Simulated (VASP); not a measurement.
Input for VASP

File KPOINTS:
```
K-points
0
G
 8 8 8
```

**INCAR**
```
! general
SYSTEM   =  CdSe
PREC     =  Accurate
ENCUT    =  520   ! plane-wave cut-off (eV)
LREAL    =  .FALSE.
LASPH    =  .TRUE.   ! aspherical one-centre terms

! electronic loop
EDIFF    =  1E-7
NELM     =  100
ALGO     =  Normal   ! blocked Davidson
LMAXMIX  =  4   ! l cut-off of mixed one-centre charges

! smearing
ISMEAR   =  0
SIGMA    =  0.05   ! width (eV)

! functional
GGA      =  PE   ! PBE
IVDW     =  12   ! D3, Becke-Johnson

! ions
ISIF     =  2   ! forces and stress, cell fixed

! output
LWAVE    =  .FALSE.
LCHARG   =  .FALSE.
```

### POSCAR
```
CdSe
1
    0.0000000000     3.0919345639     3.0919345639
    3.0919345639     0.0000000000     3.0919345639
    3.0919345639     3.0919345639     0.0000000000
Cd Se
1 1
Direct
  0.0000000000   0.0000000000   0.0000000000
  0.2500000000   0.2500000000   0.2500000000
```

POTCAR, in this order: Cd Se (PBE.64 set). Program: vasp_std.

Translate this PBE-D3(BJ) calculation to Quantum ESPRESSO's pw.x.

One equivalent input (not run):
```
&CONTROL
  calculation = 'scf'
  pseudo_dir = './pseudo'
  outdir = './out'
  tprnfor = .true.
  tstress = .true.
/
&SYSTEM
  ibrav = 0
  nat = 2
  ntyp = 2
  ecutwfc = 102
  occupations = 'smearing'
  smearing = 'gaussian'
  degauss = 0.003675
  input_dft = 'pbe'
  vdw_corr = 'grimme-d3'
  dftd3_version = 4
  dftd3_threebody = .false.
/
&ELECTRONS
  conv_thr = 7.3e-09
  electron_maxstep = 100
/
ATOMIC_SPECIES
  Cd 112.414 Cd.upf
  Se 78.971 Se.upf
CELL_PARAMETERS angstrom
     0.0000000    3.0919346    3.0919346
     3.0919346    0.0000000    3.0919346
     3.0919346    3.0919346    0.0000000
ATOMIC_POSITIONS crystal
  Cd   0.0000000  0.0000000  0.0000000
  Se   0.2500000  0.2500000  0.2500000
K_POINTS automatic
  8 8 8 0 0 0
```
The two are equivalent in intent, not identical: the potentials are each code's own (VASP's PAW set, PseudoDojo norm-conserving files in pw.x), so ENCUT and ecutwfc are chosen apart and not converted; conv_thr bounds pw.x's estimated SCF error, while EDIFF bounds the energy change between steps.

The compound is CdSe in the zinc blende structure, whereas wurtzite is the usual form. This cell is one point of a volume scan, at 1.03 of the reference volume.
